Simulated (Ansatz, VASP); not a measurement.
## K: VASP beside Ansatz

Aim: how closely do two programs agree when they are given the same cell, functional and k mesh?

Calculated with Ansatz 0.2.0; plane waves, with VASP 6.6.1 beside it; single point at PBE.

The database entry behind the starting cell lists a temperature near 5 K, so it need not match the best structure at ambient conditions.

## (1) The structure

Symmetry: Im-3m, No. 229, cubic system. Conventional cell: a = 5.225 Å, b = 5.225 Å, c = 5.225 Å, α = 90.00°, β = 90.00°, γ = 90.00°. Nearest to K lie 8 K at 4.52 Å.

## (2) Ansatz: single point, PBE

Ansatz runs on its default PAW (the set named soft_2) files.

With cell and atoms fixed, the geometry can't cause a difference; cores, projectors, grids and the points listed under the comparison can.

Contents of input.yaml:

```yaml
crystal:
  lattice:
    - [-2.6125, 2.6125, 2.6125]
    - [2.6125, -2.6125, 2.6125]
    - [2.6125, 2.6125, -2.6125]
  atoms:
    - { symbol: K, position: [0.0, 0.0, 0.0] }
hamiltonian:
  xc: pbe
  pseudopotentials: { kind: paw }
kpoints:
  mp_grid: { grid: [6, 6, 6] }
scf:
  occupations: { method: fermi_dirac, width: 0.05 }
  n_extra_bands: 4
output:
  forces: true
  stress: true
  eigenvalues: true
  write_density: true
  write_potential: true
  elf: true
  volumetric_format: npy
```

Started as:

```
$ ansatz run input.yaml --threads 2 --pin off --max-ram 4608MiB --backend cpu --events-out ev --progress --plain --runs-dir out
```

Numbers of over 12 decimals in the logs are rounded to 6 here.

What it wrote:

```text
scf.n_extra_bands = 4 over 5 filled bands (N_el = 9.0): the run solves 9 bands
Engine: ansatz 0.2.0, aarch64-unknown-linux-gnu
Pseudopotentials: kind: paw
Pseudopotential: K, paw, valence charge 9, recommended cutoff 420 eV (normal), K.paw.azcp
Functional definition: PBE
  parameter kappa = 0.804
  parameter beta = 0.066725
  exchange = pbe_x(kappa = kappa, mu = beta*pi^2/3)
  correlation = pbe_c(beta = beta)
Crystal: 1 atoms, lattice volume = 71.323 Å³
Basis set: ecut = 420 eV, 1433 PW (Γ), exchange–correlation on 64×64×64 points (8 copies of the dense FFT grid, shifted against one another)
Bands: 9, of which v1, the nominal top of the filled ones, is band 5 counted from 1 (4 counted from 0)
Symmetry: 48 space group operations
Space group: Im-3m (ITA 229), of the structure as read, at distance tolerance 4.1e-5 Å
k-points: 16 of 216
Non-local potential: K, projectors of the file, l = 0: 3, l = 1: 2, l = 2: 2
PAW form: soft (Blöchl's): semilocal exchange-correlation on the pseudo side does not see the compensation charge
PAW one-centre angular grid: K, 110 points (default); XC on 64 Gauss nodes
Initial density: superposition of atomic densities (neutral atoms: chi_scale 0, normalization atom), corrected by the library's trained network
Initial wavefunctions: pseudopotential atomic-orbital guess
Functional: x = pbe(κ = 0.804, μ = 0.219515), c = pbe(β = 0.066725)
SCF iter   1: F=—  HF=-1537.771247 eV  |F-HF|=—  |Δ(HF+E_count)|=         —  Δρ=3.04e-4  dr2=3.55e-5  ethr=1.77e-3  ⟨swp⟩=5.3  Hψ=1057  notcnv=0
preconditioner: auto → none  [insulator: Δε(μ)=0.281 eV  Ē_g=4.212 eV  σ=0.050 eV  W_gap=0.56  n_scr=12 (ndim 8)  ℏωp=4.4 eV  f_vac=0.000  D(μ)=2.20/eV (n_scr^D=12)  ε∞_Penn≈2.1]
SCF iter   2: F=—  HF=-1537.771112 eV  |F-HF|=—  |Δ(HF+E_count)|=   1.35e-4  Δρ=2.41e-4  dr2=3.99e-5  ethr=3.95e-7  ⟨swp⟩=2.3  Hψ=354  notcnv=0
SCF iter   3: F=—  HF=-1537.771158 eV  |F-HF|=—  |Δ(HF+E_count)|=   4.63e-5  Δρ=6.66e-5  dr2=1.80e-6  ethr=3.95e-7  ⟨swp⟩=2.0  Hψ=215  notcnv=0
SCF iter   4: F=—  HF=-1537.771166 eV  |F-HF|=—  |Δ(HF+E_count)|=   7.72e-6  Δρ=5.68e-5  dr2=2.07e-6  ethr=2.00e-8  ⟨swp⟩=2.6  Hψ=214  notcnv=0
SCF iter   5: F=—  HF=-1537.771165 eV  |F-HF|=—  |Δ(HF+E_count)|=   9.03e-7  Δρ=1.39e-5  dr2=1.28e-7  ethr=2.00e-8  ⟨swp⟩=2.2  Hψ=198  notcnv=0
SCF iter   6: F=-1537.771165 eV  HF=-1537.771165 eV  |F-HF|=2.71e-9  |Δ(HF+E_count)|=   6.41e-8  Δρ=2.18e-6  dr2=3.10e-9  ethr=1.11e-9  ⟨swp⟩=7.5  Hψ=867  notcnv=0
SCF 1 converged in 6 iterations: F = -1537.771165 eV  dr2 = 3.10e-9
  greatest PAW one-centre occupation: 0.988 electrons in one spin orbital (limit 2), on the K atom at site 0 (counted from 0), in its partial waves of l = 0
SCF converged after 6 iterations
Free energy (F): -1537.771165 eV
Harris-Foulkes:  -1537.771165 eV  (|F-HF|=2.71e-9)
Internal energy: -1537.755740 eV  (E = F + TS)
E sigma→0 (E₀):  -1537.763452 eV
Entropy (-TS):   -0.015425 eV (-15.425 meV/atom)
Fermi energy:    1.908254 eV
--- Per-component energies (eV) ---
  E_band       = -141.557804
  E_kinetic    = 252.329128
  E_local      = -747.523890  (includes V_loc(G=0)·N_el)
  E_nonlocal   = 12.946914
  E_hartree    = 266.357393
  E_xc         = -133.819697
  E_vxc        = -163.121580  (∫ρ·V_xc dr)
  E_paw        = -781.854446  (= ΣΔE_a)
  E_vpaw       = -28.904731  (= ΣTr[D̂ρ^β])
  E_aug_tail   = -0.000003  (compensation charges beyond the density's cutoff)
  E_ewald      = -406.191138
  E_smearing   = -0.015425  (= −TS)
  E_closure    = -0.000000  (closes the sum)
  Σ components = -1537.771165   (vs F -1537.771165, Δ=0.00e0)
--- Forces (eV/Å), atoms counted from 1 ---
  atom   1  K     -0.00000000     0.00000000     0.00000000
  max |Σ_I F_I| component: 6.98e-32 eV/Å
--- Stress (GPa, compression-positive) ---
        0.157085      -0.000000      -0.000000
       -0.000000       0.157085       0.000000
       -0.000000      -0.000000       0.157085
  P = ⅓ Tr σ = 0.1571 GPa (1.571 kbar)
--- Band table (eV; the first three rows and the last of 16) ---
  k-point 0: bands = ["-30.2213", "-13.6695", "-13.6695", "-13.6695", "-0.3120", "6.2016", "6.2016", "6.2016", "7.1180"]
  k-point 1: bands = ["-30.2202", "-13.6886", "-13.6759", "-13.6695", "0.0381", "5.5718", "5.8206", "6.4821", "6.8730"]
  k-point 2: bands = ["-30.2178", "-13.7263", "-13.6885", "-13.6695", "1.0229", "4.0605", "5.2761", "6.9687", "7.1843"]
  k-point 15: bands = ["-30.2129", "-13.7238", "-13.7238", "-13.7238", "3.5449", "3.5449", "5.4430", "5.4430", "5.4430"]
```

It took 0.58 s on 2 threads of Arm Neoverse V2, shared host; peak memory 0.27 GiB; 0.99 s of CPU time.

The run ends at a pressure of 0.16 GPa.

## (3) VASP: single point, PBE

The same cell, functional, mesh and smearing now go to VASP, with its own data sets and cutoff.

Lines of VASP's logs that name or quote its potential files are left out, and so is its time.

Contents of INCAR:

```
SYSTEM = K
PREC = Accurate
ENCUT = 400
EDIFF = 1E-06
NELM = 100
ISMEAR = -1
SIGMA = 0.05
LREAL = .FALSE.
ALGO = Normal
GGA = PE
NBANDS = 10
LORBIT = 11
LWAVE = .FALSE.
LCHARG = .FALSE.
KPAR = 2
ISIF = 2
```

Contents of POSCAR:

```
K
1.0
   -2.6125000000      2.6125000000      2.6125000000
    2.6125000000     -2.6125000000      2.6125000000
    2.6125000000      2.6125000000     -2.6125000000
K
1
Direct
    0.0000000000      0.0000000000      0.0000000000
```

Contents of KPOINTS:

```
Automatic mesh
0
Gamma
6 6 6
0 0 0
```

PAW data sets: K_sv (PBE family, release 64).

Started as:

```
$ mpirun -np 2 vasp_std
```

What it wrote:

```text
[banner, memory and clock lines left out]
running    2 mpi-ranks, on    1 nodes
 distrk:  each k-point on    1 cores,    2 groups
 distr:  one band on    1 cores,    1 groups

 POSCAR found type information on POSCAR K
 POSCAR found :  1 types and       1 ions
 LDA part: xc-table for (Slater+PW92), standard interpolation
 POSCAR, INCAR and KPOINTS ok, starting setup
 FFT: planning ... GRIDC
 FFT: planning ... GRID_SOFT
 FFT: planning ... GRID
 WAVECAR not read
 entering main loop
       N       E                     dE             d eps       ncg     rms          rms(c)
DAV:   1     0.369162132647E+02    0.36916E+02   -0.33129E+03   320   0.568E+02
DAV:   2     0.246749348199E-01   -0.36892E+02   -0.36478E+02   344   0.179E+02
DAV:   3    -0.102246158305E+01   -0.10471E+01   -0.10457E+01   506   0.235E+01
DAV:   4    -0.103341744189E+01   -0.10956E-01   -0.10953E-01   404   0.266E+00
DAV:   5    -0.103377789420E+01   -0.36045E-03   -0.36040E-03   508   0.269E-01    0.213E+00
DAV:   6    -0.103375610893E+01    0.21785E-04   -0.13304E-03   494   0.229E-01    0.132E+00
DAV:   7    -0.103405302880E+01   -0.29692E-03   -0.28425E-03   476   0.321E-01    0.575E-02
DAV:   8    -0.103411010713E+01   -0.57078E-04   -0.16627E-04   436   0.144E-01    0.170E-02
DAV:   9    -0.103411896967E+01   -0.88625E-05   -0.13438E-05   430   0.239E-02    0.368E-03
DAV:  10    -0.103411942235E+01   -0.45268E-06   -0.13519E-06   420   0.755E-03
   1 F= -.10341194E+01 E0= -.10264072E+01  d E =-.154245E-01
```

From OUTCAR (step 3):

```text
ion  position               nearest neighbor table
   1  0.000  0.000  0.000-

  LATTYP: Found a body centered cubic cell.
 ALAT       =     5.2250000000

 Subroutine GETGRP returns: Found 48 space group operations
 (whereof 48 operations were pure point group operations)

The static configuration has the point symmetry O_h .

 Found     16 irreducible k-points:

   k-points           NKPTS =     16   k-points in BZ     NKDIM =     16   number of bands    NBANDS=     10

   dimension x,y,z NGX =    30 NGY =   30 NGZ =   30
   dimension x,y,z NGXF=    60 NGYF=   60 NGZF=   60

   ENCUT  =  400.0 eV  29.40 Ry    5.42 a.u.   7.38  7.38  7.38*2*pi/ulx,y,z

   NELECT =       9.0000    total number of electrons

 k-points in reciprocal lattice and weights: Automatic mesh
   0.00000000  0.00000000  0.00000000       0.005
   0.16666667  0.00000000  0.00000000       0.056
   0.33333333  0.00000000  0.00000000       0.056
   0.50000000  0.00000000  0.00000000       0.028
   0.16666667  0.16666667  0.00000000       0.111
   0.33333333  0.16666667  0.00000000       0.222
   0.33333333  0.33333333  0.00000000       0.037
   0.16666667  0.16666667  0.16666667       0.037
   0.33333333  0.16666667  0.16666667       0.056
[...]
0.50000000  0.50000000  0.33333333       0.056
   0.50000000  0.50000000  0.50000000       0.005

 average (electrostatic) potential at core
       1 -39.4565

 E-fermi :  -0.0295

 k-point     1 :       0.0000    0.0000    0.0000
  band No.  band energies     occupation
      1     -32.1641      2.00000
      2     -15.6110      2.00000
      3     -15.6110      2.00000
      4     -15.6110      2.00000
      5      -2.2510      2.00000
      6       4.2738      0.00000
      7       4.2738      0.00000
      8       4.2738      0.00000
      9       5.2031      0.00000
     10       5.2031      0.00000

 k-point     2 :       0.1667    0.0000    0.0000
  band No.  band energies     occupation
      1     -32.1629      2.00000
      2     -15.6301      2.00000
      3     -15.6173      2.00000
      4     -15.6110      2.00000
      5      -1.9007      2.00000
      6       3.6381      0.00000
      7       3.8888      0.00000
      8       4.5578      0.00000
      9       4.9538      0.00000
     10       5.1451      0.00000

 k-point     3 :       0.3333    0.0000    0.0000
  band No.  band energies     occupation
      1     -32.1606      2.00000
      2     -15.6677      2.00000
      3     -15.6300      2.00000
      4     -15.6109      2.00000
      5      -0.9154      2.00000
      6       2.1235      0.00000
      7       3.3405      0.00000
      8       5.0498      0.00000
      9       5.2681      0.00000
     10       5.3765      0.00000

  Total        0.0677079      0.0677079      0.0677079      0.0000000      0.0000000     -0.0000000
  in kB        1.5209717      1.5209717      1.5209717      0.0000000      0.0000000     -0.0000000
  external PRESSURE =       1.5209717 kB  Pullay stress =       0.0000000 kB

  energy-cutoff  :      400.00
  volume of cell :       71.32
      direct lattice vectors                 reciprocal lattice vectors
    -2.612500000  2.612500000  2.612500000     0.000000000  0.191387560  0.191387560
     2.612500000 -2.612500000  2.612500000     0.191387560  0.000000000  0.191387560
     2.612500000  2.612500000 -2.612500000     0.191387560  0.191387560  0.000000000

 POSITION                                       TOTAL-FORCE (eV/Angst)
 -----------------------------------------------------------------------------------
      0.00000      0.00000      0.00000        -0.000000      0.000000      0.000000
 -----------------------------------------------------------------------------------
    total drift:                               -0.000000     -0.000000      0.000000

  FREE ENERGIE OF THE ION-ELECTRON SYSTEM (eV)
  ---------------------------------------------------
  free  energy   TOTEN  =        -1.0341194223 eV

  energy  without entropy=       -1.0186948932  energy(sigma->0) =       -1.02640716

 total charge
# of ion       s       p       d       tot
------------------------------------------
    1        1.981   5.552   0.006   7.539

[... 3 further parts left out ...]
```

This run has no spin polarisation. Its electron count is odd, so without a moment it is a metal by construction. The k-mesh is coarse for a metal.

## (4) Differences

Known differences besides the potentials themselves: the cutoff is 420 eV in Ansatz and 400 eV in VASP; VASP leaves aspherical gradient terms in its spheres out (LASPH is not set), Ansatz keeps them. Total energies have different zeros and are not compared.

The two programs side by side:

| quantity | Ansatz | VASP | difference |
| --- | --- | --- | --- |
| pressure (GPa) | 0.16 | 0.15 | 0.00 |

## (5) What came out

| Property | Result |
| --- | --- |
| difference in pressure (single point, PBE) | 0.0050 GPa |

The difference in pressure is 0.0050 GPa (single point, PBE), within the 1 GPa picked in this series as the mark of a large difference. Such differences can come from data sets, numerical settings and the points named under the comparisons, not from the functional's error against experiment.

[Lines on the potential files, build, host, timing and source positions are cut from VASP's logs without a mark.]

[Logs are printed without paths, hosts, clocks, repeated set-up lines and the standing remarks that a program may print on its own settings, such as how far it seeks lower states.]

[Hosts, paths, dates, database ids (printed as entryN), source tags and the programs' standing remarks are cut or masked in the printed files.]
